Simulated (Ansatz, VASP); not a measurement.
## InGa in two plane-wave programs

Aim: how closely do two programs agree when they are given the same cell, functional and k mesh? The cell is invented: As first built, before any earlier steps moved the atoms (in the runner's words): it takes the InBi structure with some of its atoms replaced by other elements, volume scaled by an estimate. It may not be a known or stable phase. The cell is taken from a series of VASP runs on this material, whose earlier steps may have relaxed, scaled or displaced it; both programs get it as it stands.

Program: Ansatz 0.2.0. Level of theory: plane waves, with VASP 6.6.1 beside it; band structure at PBE and single point at PBE. Results are calculated unless marked as measured.

### 1. The structure

Symmetry: F-43m, No. 216, cubic system. Conventional cell: a = 6.349 Å, b = 6.349 Å, c = 6.349 Å, α = 90.00°, β = 90.00°, γ = 90.00°. Nearest to In lie 4 Ga at 2.75 Å. Nearest to Ga lie 4 In at 2.75 Å. As first built, before any earlier steps moved the atoms (in the runner's words): sites of the InBi structure (space group 216) filled with other elements, volume scaled by an estimate. Farther neighbours are not listed.

Structure file:

```cif
data_structure
_symmetry_space_group_name_H-M 'P 1'
_symmetry_Int_Tables_number 1
_cell_length_a 4.4895
_cell_length_b 4.4895
_cell_length_c 4.4895
_cell_angle_alpha 60.000
_cell_angle_beta 60.000
_cell_angle_gamma 60.000
_cell_volume 63.98
loop_
_atom_site_label
_atom_site_type_symbol
_atom_site_fract_x
_atom_site_fract_y
_atom_site_fract_z
_atom_site_occupancy
In1 In 0.00000 0.00000 0.00000 1
Ga2 Ga 0.25000 0.25000 0.25000 1
```

### 2. VASP: band structure, PBE

With cell and atoms fixed, the geometry can't cause a difference; cores, projectors, grids and the points listed under the comparison can.

Lines of VASP's logs that name or quote its potential files are left out, and so is its time.

The input, INCAR:

```
SYSTEM = InGa
PREC = Accurate
ENCUT = 400
EDIFF = 1E-06
NELM = 100
ISMEAR = 0
SIGMA = 0.05
LREAL = .FALSE.
ALGO = Normal
GGA = PE
LORBIT = 11
LWAVE = .FALSE.
LCHARG = .FALSE.
```

The input, POSCAR:

```
InGa
1.0
    0.0000000000      3.1745305689      3.1745305689
    3.1745305689      0.0000000000      3.1745305689
    3.1745305689      3.1745305689      0.0000000000
In Ga
1 1
Direct
    0.0000000000      0.0000000000      0.0000000000
    0.2500000000      0.2500000000      0.2500000000
```

The input, KPOINTS:

```
Automatic mesh
0
Gamma
6 6 6
0 0 0
```

The input, KPOINTS_OPT:

```
Line mode
16
Line-mode
Reciprocal
  0.00000000   0.00000000   0.00000000 GAMMA
  0.50000000   0.00000000   0.50000000 X

  0.50000000   0.00000000   0.50000000 X
  0.50000000   0.25000000   0.75000000 W

  0.50000000   0.25000000   0.75000000 W
  0.37500000   0.37500000   0.75000000 K

  0.37500000   0.37500000   0.75000000 K
  0.00000000   0.00000000   0.00000000 GAMMA

  0.00000000   0.00000000   0.00000000 GAMMA
  0.50000000   0.50000000   0.50000000 L

  0.50000000   0.50000000   0.50000000 L
  0.62500000   0.25000000   0.62500000 U

  0.62500000   0.25000000   0.62500000 U
  0.50000000   0.25000000   0.75000000 W

  0.50000000   0.25000000   0.75000000 W
  0.50000000   0.50000000   0.50000000 L

  0.50000000   0.50000000   0.50000000 L
  0.37500000   0.37500000   0.75000000 K

  0.62500000   0.25000000   0.62500000 U
  0.50000000   0.00000000   0.50000000 X
```

The projector-augmented-wave data sets are In_d and Ga_d (PBE family, release 64).

Started as:

```bash
$ mpirun -np 1 vasp_std
```

Numbers of over 12 decimals in the logs are rounded to 6 here.

Output:

```text
[banner, memory and clock lines left out]
running    1 mpi-ranks, on    1 nodes
 distrk:  each k-point on    1 cores,    1 groups
 distr:  one band on    1 cores,    1 groups

 POSCAR found type information on POSCAR InGa
 POSCAR found :  2 types and       2 ions
 LDA part: xc-table for (Slater+PW92), standard interpolation
 POSCAR, INCAR and KPOINTS ok, starting setup
 FFT: planning ... GRIDC
 FFT: planning ... GRID_SOFT
 FFT: planning ... GRID
 WAVECAR not read
 entering main loop
       N       E                     dE             d eps       ncg     rms          rms(c)
DAV:   1     0.154701811587E+03    0.15470E+03   -0.11740E+04   544   0.185E+03
DAV:   3    -0.454478999776E+01   -0.11695E+02   -0.11656E+02   706   0.116E+02
DAV:   4    -0.479324105243E+01   -0.24845E+00   -0.24832E+00   637   0.183E+01
DAV:   5    -0.480517030265E+01   -0.11929E-01   -0.11928E-01   806   0.318E+00    0.263E+00
DAV:   6    -0.478197991939E+01    0.23190E-01   -0.66658E-02   691   0.534E+00    0.135E+00
DAV:   7    -0.478112712109E+01    0.85280E-03   -0.30881E-02   812   0.320E+00    0.267E-01
DAV:   8    -0.478154534973E+01   -0.41823E-03   -0.55539E-03   621   0.102E+00    0.467E-02
DAV:   9    -0.478162918103E+01   -0.83831E-04   -0.36300E-04   666   0.480E-01    0.312E-02
DAV:  10    -0.478164908124E+01   -0.19900E-04   -0.56828E-05   628   0.831E-02    0.748E-03
DAV:  11    -0.478165066228E+01   -0.15810E-05   -0.59240E-06   625   0.740E-02    0.285E-03
DAV:  12    -0.478165101777E+01   -0.35549E-06   -0.16160E-06   480   0.129E-02
   1 F= -.47816510E+01 E0= -.47804234E+01  d E =-.245517E-02
 Start KPOINTS_OPT (optional k-point list driver)
k-point batch [1-16\160]
       N       E                     dE             ncg
DAV:   1    -0.104214929857E+04   -0.69781E+04      544
DAV:   2    -0.337470146659E+04   -0.23326E+04      545
DAV:   3    -0.356878312837E+04   -0.19408E+03      676
DAV:   4    -0.357345015977E+04   -0.46670E+01      655
DAV:   5    -0.357363044274E+04   -0.18028E+00      805
DAV:   6    -0.357363445431E+04   -0.40116E-02      713
DAV:   7    -0.357363462121E+04   -0.16691E-03      835
DAV:   8    -0.357363462361E+04   -0.23999E-05      458
DAV:   9    -0.357363462373E+04   -0.11870E-06      442
[...]
k-point batch [145-160\160]
       N       E                     dE             ncg
DAV:   1    -0.118112517362E+04   -0.13158E+05      545
DAV:   2    -0.348892422577E+04   -0.23078E+04      552
DAV:   3    -0.366692491386E+04   -0.17800E+03      582
DAV:   4    -0.367138792059E+04   -0.44630E+01      669
DAV:   5    -0.367158500196E+04   -0.19708E+00      736
DAV:   6    -0.367159092743E+04   -0.59255E-02      720
DAV:   7    -0.367159117070E+04   -0.24327E-03      816
DAV:   8    -0.367159117281E+04   -0.21172E-05      440
DAV:   9    -0.367159117296E+04   -0.14275E-06      320
```

OUTCAR, selected parts (step 2):

```text
ion  position               nearest neighbor table
   1  0.000  0.000  0.000-   2 2.75   2 2.75   2 2.75   2 2.75
   2  0.250  0.250  0.250-   1 2.75   1 2.75   1 2.75   1 2.75

  LATTYP: Found a face centered cubic cell.
 ALAT       =     6.3490611378

 Subroutine GETGRP returns: Found 24 space group operations
 (whereof 24 operations were pure point group operations)

The static configuration has the point symmetry T_d .

 Found     16 irreducible k-points:

   k-points           NKPTS =     16   k-points in BZ     NKDIM =     16   number of bands    NBANDS=     17

   dimension x,y,z NGX =    30 NGY =   30 NGZ =   30
   dimension x,y,z NGXF=    60 NGYF=   60 NGZF=   60

   ENCUT  =  400.0 eV  29.40 Ry    5.42 a.u.   7.32  7.32  7.32*2*pi/ulx,y,z

   NELECT =      26.0000    total number of electrons

 k-points in reciprocal lattice and weights: Automatic mesh
   0.00000000  0.00000000  0.00000000       0.005
   0.16666667  0.00000000  0.00000000       0.037
   0.33333333  0.00000000  0.00000000       0.037
   0.50000000  0.00000000  0.00000000       0.019
   0.16666667  0.16666667  0.00000000       0.028
   0.33333333  0.16666667  0.00000000       0.111
   0.50000000  0.16666667  0.00000000       0.111
  -0.33333333  0.16666667  0.00000000       0.111
  -0.16666667  0.16666667  0.00000000       0.056
[...]
-0.33333333  0.33333333  0.16666667       0.111
  -0.33333333  0.50000000  0.16666667       0.056

 average (electrostatic) potential at core
       1 -97.9143       2 -67.0888

 E-fermi :   3.1482

 k-point     1 :       0.0000    0.0000    0.0000
  band No.  band energies     occupation
    ...
      7     -11.0639      2.00000
      8     -11.0639      2.00000
      9     -11.0020      2.00000
     10     -11.0020      2.00000
     11      -5.2998      2.00000
     12       5.3542      0.00000
     13       5.5643      0.00000
     14       5.5643      0.00000
     15       5.5643      0.00000
     16       7.4533      0.00000
    ...

 k-point     2 :       0.1667    0.0000    0.0000
  band No.  band energies     occupation
    ...
      8     -11.0643      2.00000
      9     -10.9984      2.00000
     10     -10.9984      2.00000
     11      -5.0128      2.00000
     12       2.8175      2.00000
     13       5.0646      0.00000
     14       5.0646      0.00000
     15       6.0564      0.00000
     16       8.0649      0.00000
     17       8.0650      0.00000

 k-point     3 :       0.3333    0.0000    0.0000
  band No.  band energies     occupation
    ...
      8     -11.0627      2.00000
      9     -10.9924      2.00000
     10     -10.9924      2.00000
     11      -4.2094      2.00000
     12       0.3218      2.00000
     13       4.4730      0.00000
     14       4.4730      0.00000
     15       5.6044      0.00000
     16       8.4400      0.00000
     17       8.4400      0.00000

  Total       -0.0548308     -0.0548308     -0.0548308     -0.0000000     -0.0000000      0.0000000
  in kB       -1.3729868     -1.3729868     -1.3729868     -0.0000000     -0.0000000      0.0000000
  external PRESSURE =      -1.3729868 kB  Pullay stress =       0.0000000 kB

  energy-cutoff  :      400.00
  volume of cell :       63.98
      direct lattice vectors                 reciprocal lattice vectors
     0.000000000  3.174530569  3.174530569    -0.157503602  0.157503602  0.157503602
     3.174530569  0.000000000  3.174530569     0.157503602 -0.157503602  0.157503602
     3.174530569  3.174530569  0.000000000     0.157503602  0.157503602 -0.157503602

 POSITION                                       TOTAL-FORCE (eV/Angst)
 -----------------------------------------------------------------------------------
      0.00000      0.00000      0.00000         0.000000      0.000000      0.000000
      1.58727      1.58727      1.58727        -0.000000     -0.000000     -0.000000
 -----------------------------------------------------------------------------------
    total drift:                               -0.000001     -0.000001     -0.000001

  FREE ENERGIE OF THE ION-ELECTRON SYSTEM (eV)
  ---------------------------------------------------
  free  energy   TOTEN  =        -4.7816510178 eV

  energy  without entropy=       -4.7791958460  energy(sigma->0) =       -4.78042343

 total charge
# of ion       s       p       d       tot
------------------------------------------
    1        0.975   0.583   9.838  11.395
    2        1.030   0.594   9.929  11.553
--------------------------------------------------
tot          2.005   1.177  19.767  22.948

[... 3 further parts left out ...]
```

The run ends at a pressure of -0.14 GPa.

### 3. Ansatz: band structure, PBE

Ansatz runs on its default PAW (the set named soft_2) files.

The same cell, functional, mesh and smearing now go to Ansatz, which takes its cutoff from its data sets.

The input, input.yaml:

```yaml
crystal:
  lattice:
    - [0.0, 3.1745305689, 3.1745305689]
    - [3.1745305689, 0.0, 3.1745305689]
    - [3.1745305689, 3.1745305689, 0.0]
  atoms:
    - { symbol: In, position: [0.0, 0.0, 0.0] }
    - { symbol: Ga, position: [0.25, 0.25, 0.25] }
hamiltonian:
  xc: pbe
  pseudopotentials: { kind: paw }
kpoints:
  mp_grid: { grid: [6, 6, 6] }
  band_path:
    path:
      - [0.0, 0.0, 0.0]
      - [0.16667, 0.0, 0.16667]
      - [0.33333, 0.0, 0.33333]
      - [0.5, 0.0, 0.5]
      - [0.5, 0.08333, 0.58333]
      - [0.5, 0.18333, 0.68333]
      - [0.5, 0.25, 0.75]
      - [0.45, 0.3, 0.75]
      - [0.40833, 0.34167, 0.75]
      - [0.35, 0.35, 0.7]
      - [0.225, 0.225, 0.45]
      - [0.075, 0.075, 0.15]
      - [0.03333, 0.03333, 0.03333]
      - [0.23333, 0.23333, 0.23333]
      - [0.4, 0.4, 0.4]
      - [0.51667, 0.46667, 0.51667]
      - [0.55833, 0.38333, 0.55833]
      - [0.60833, 0.28333, 0.60833]
      - [0.60833, 0.25, 0.64167]
      - [0.55833, 0.25, 0.69167]
      - [0.51667, 0.25, 0.73333]
      - [0.5, 0.3, 0.7]
      - [0.5, 0.38333, 0.61667]
      - [0.5, 0.48333, 0.51667]
      - [0.475, 0.475, 0.55]
      - [0.425, 0.425, 0.65]
      - [0.38333, 0.38333, 0.73333]
      - [0.59167, 0.18333, 0.59167]
      - [0.55, 0.1, 0.55]
      - [0.5, 0.0, 0.5]
    npoints: 1
scf:
  occupations: { method: gaussian, width: 0.05 }
  n_extra_bands: 7
output:
  forces: true
  stress: true
  eigenvalues: true
```

Started as:

```bash
$ ansatz run input.yaml --threads 2 --pin off --max-ram 4608MiB --backend cpu --events-out ev --progress --plain --runs-dir out
```

Output:

```text
scf.n_extra_bands = 7 over 13 filled bands (N_el = 26.0): the run solves 20 bands
Engine: ansatz 0.2.0, x86_64-unknown-linux-gnu
Pseudopotentials: kind: paw
Pseudopotential: In, paw, valence charge 13, recommended cutoff 420 eV (normal), In.paw.azcp
Pseudopotential: Ga, paw, valence charge 13, recommended cutoff 420 eV (normal), Ga.paw.azcp
Functional definition: PBE
  parameter kappa = 0.804
  parameter beta = 0.066725
  exchange = pbe_x(kappa = kappa, mu = beta*pi^2/3)
  correlation = pbe_c(beta = beta)
Crystal: 2 atoms, lattice volume = 63.984 Å³
Basis set: ecut = 420 eV, 1243 PW (Γ), exchange–correlation on 64×64×64 points (8 copies of the dense FFT grid, shifted against one another)
Bands: 20, of which v1, the nominal top of the filled ones, is band 13 counted from 1 (12 counted from 0)
Symmetry: 24 space group operations
Space group: F-43m (ITA 216), of the structure as read, at distance tolerance 4.0e-5 Å
k-points: 16 of 216 (time reversal used)
Non-local potential: In, projectors of the file, l = 0: 2, l = 1: 2, l = 2: 2, l = 3: 2
Non-local potential: Ga, projectors of the file, l = 0: 2, l = 1: 2, l = 2: 3, l = 3: 1
PAW form: soft (Blöchl's): semilocal exchange-correlation on the pseudo side does not see the compensation charge
PAW one-centre angular grid: In, 590 points (default); XC on 64 Gauss nodes
PAW one-centre angular grid: Ga, 590 points (default); XC on 64 Gauss nodes
Initial density: superposition of atomic densities (neutral atoms: chi_scale 0, normalization atom), corrected by the library's trained network
Initial wavefunctions: pseudopotential atomic-orbital guess
Functional: x = pbe(κ = 0.804, μ = 0.219515), c = pbe(β = 0.066725)
SCF iter   1: F=—  HF=-9380.180971 eV  |F-HF|=—  |Δ(HF+E_count)|=         —  Δρ=1.38e-3  dr2=1.24e-3  ethr=1.77e-3  ⟨swp⟩=6.1  Hψ=1650  notcnv=0
preconditioner: auto → LDOS  [insulator: Δε(μ)=0.142 eV  Ē_g=18.025 eV  σ=0.050 eV  W_gap=0.55  n_scr=14 (ndim 8)  ℏωp=23.7 eV  f_vac=0.062  D(μ)=1.93/eV (n_scr^D=14)  ε∞_Penn≈2.7  β→1.0]
SCF iter   2: F=—  HF=-9380.181101 eV  |F-HF|=—  |Δ(HF+E_count)|=   1.30e-4  Δρ=2.06e-3  dr2=1.63e-3  ethr=4.76e-6  ⟨swp⟩=2.0  Hψ=733  notcnv=0  defer=31
SCF iter   3: F=—  HF=-9380.180149 eV  |F-HF|=—  |Δ(HF+E_count)|=   9.51e-4  Δρ=2.95e-4  dr2=3.75e-5  ethr=4.76e-6  ⟨swp⟩=2.0  Hψ=493  notcnv=0  defer=31
SCF iter   4: F=—  HF=-9380.180180 eV  |F-HF|=—  |Δ(HF+E_count)|=   3.08e-5  Δρ=3.12e-4  dr2=4.43e-5  ethr=1.44e-7  ⟨swp⟩=2.0  Hψ=495  notcnv=0  defer=31
SCF iter   5: F=—  HF=-9380.180153 eV  |F-HF|=—  |Δ(HF+E_count)|=   2.70e-5  Δρ=8.36e-5  dr2=4.21e-6  ethr=1.44e-7  ⟨swp⟩=2.0  Hψ=475  notcnv=0  defer=31
SCF iter   6: F=—  HF=-9380.180152 eV  |F-HF|=—  |Δ(HF+E_count)|=   1.42e-6  Δρ=2.16e-5  dr2=3.27e-7  ethr=1.62e-8  ⟨swp⟩=2.0  Hψ=493  notcnv=0  defer=31
SCF iter   7: F=-9380.180152 eV  HF=-9380.180152 eV  |F-HF|=3.50e-9  |Δ(HF+E_count)|=   7.22e-8  Δρ=2.21e-6  dr2=4.32e-9  ethr=3.85e-10  ⟨swp⟩=8.7  Hψ=1662  notcnv=0
SCF 1 converged in 7 iterations: F = -9380.180152 eV  dr2 = 4.32e-9
  greatest PAW one-centre occupation: 0.994 electrons in one spin orbital (limit 2), on the Ga atom at site 1 (counted from 0), in its partial waves of l = 2
NSCF: frozen V_eff on 30 k-points
SCF converged after 7 iterations
Free energy (F): -9380.180152 eV
Harris-Foulkes:  -9380.180152 eV  (|F-HF|=3.50e-9)
Internal energy: -9380.177705 eV  (E = F + TS)
E sigma→0 (E₀):  -9380.178928 eV
Entropy (-TS):   -0.002447 eV (-1.223 meV/atom)
Fermi energy:    5.494712 eV
--- Per-component energies (eV) ---
  E_band       = -167.300376
  E_kinetic    = 355.149912
  E_local      = -3623.671212  (includes V_loc(G=0)·N_el)
  E_nonlocal   = 787.259862
  E_hartree    = 1587.049378
  E_xc         = -284.102137
  E_vxc        = -156.379630  (∫ρ·V_xc dr)
  E_paw        = -6137.150456  (= ΣΔE_a)
  E_vpaw       = -703.762007  (= ΣTr[D̂ρ^β])
  E_aug_tail   = -0.000066  (compensation charges beyond the density's cutoff)
  E_ewald      = -2064.712985
  E_smearing   = -0.002447  (= −TS)
  E_closure    = -0.000000  (closes the sum)
  Σ components = -9380.180152   (vs F -9380.180152, Δ=0.00e0)
--- Forces (eV/Å), atoms counted from 1 ---
  atom   1  In     0.00000000    -0.00000000    -0.00000000
  atom   2  Ga    -0.00000000     0.00000000    -0.00000000
  max |Σ_I F_I| component: 7.40e-17 eV/Å
--- Stress (GPa, compression-positive) ---
        0.020574      -0.000000       0.000000
        0.000000       0.020574      -0.000000
        0.000000      -0.000000       0.020574
  P = ⅓ Tr σ = 0.0206 GPa (0.206 kbar)
--- Band table (eV; the first three rows and the last of 16) ---
  k-point 0: bands = [... 9 lower, -8.6506, -2.9530, 7.7049, 7.9100, 7.9100, 7.9100, 9.8010, 9.8010, ... 3 higher]
  k-point 1: bands = [... 9 lower, -8.6466, -2.6660, 5.1650, 7.4106, 7.4106, 8.4059, 10.4120, 10.4120, ... 3 higher]
  k-point 2: bands = [... 9 lower, -8.6401, -1.8626, 2.6688, 6.8191, 6.8191, 7.9540, 10.7867, 10.7867, ... 3 higher]
  k-point 15: bands = [... 9 lower, -8.6022, 0.1338, 0.7927, 4.4429, 4.4943, 9.6009, 9.8797, 12.8726, ... 3 higher]
```

The job ended after 1.7 s (2 threads of Intel Xeon 6975P-C (Granite Rapids), shared host; peak memory 0.39 GiB; 2.9 s of CPU time).

In the SCF lines HF is the Harris–Foulkes energy and dr2 the Hartree energy of the density residual, in eV; the loop may stop once dr2 is under the threshold and the program's other checks hold. Hψ counts applications of the Hamiltonian.

(Part 1 of 2 ends here.)

[Lines on the potential files, build, host, timing and source positions are cut from VASP's logs without a mark.]

[Logs are printed without paths, hosts, clocks, repeated set-up lines and the standing remarks that a program may print on its own settings, such as how far it seeks lower states.]

[Hosts, paths, dates, database ids (printed as entryN), source tags and the programs' standing remarks are cut or masked in the printed files.]
